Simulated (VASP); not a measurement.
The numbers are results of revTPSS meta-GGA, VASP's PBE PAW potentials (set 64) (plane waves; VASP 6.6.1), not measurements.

The input files of a VASP run:

INCAR:
```
ALGO = Normal
EDIFF = 1E-7
ENCUT = 520
ISIF = 2
ISMEAR = 0
LASPH = .True.
LCHARG = .False.
LMAXMIX = 4
LMIXTAU = .True.
LREAL = .False.
LWAVE = .False.
METAGGA = RTPSS
NELM = 100
PREC = Accurate
SIGMA = 0.05
SYSTEM = NaI
```

POSCAR:
```
NaI
1
    0.0000000000     3.1728560107     3.1728560107
    3.1728560107     0.0000000000     3.1728560107
    3.1728560107     3.1728560107     0.0000000000
Na I
1 1
Direct
  0.0000000000   0.0000000000   1.0000000000
  0.5000000000   0.5000000000   0.5000000000
```

KPOINTS:
```
Automatic mesh
0
Gamma
7 7 7
0 0 0
```

POTCAR, in this order: Na_pv I (PBE.64 set). Program: vasp_std.

What will the output report for the number of irreducible k-points (NKPTS), largest plane-wave count, number of space-group operations, FFT grid (NGX, NGY, NGZ)?

```json
{
  "number of irreducible k-points (NKPTS)": "20",
  "largest_plane_wave_count": "1759",
  "number_of_space_group_operations": "48",
  "FFT grid (NGX, NGY, NGZ)": "36 × 36 × 36"
}
```

The compound is NaI in the rock salt structure. This cell is one point of a volume scan, at 0.94 of the reference volume.
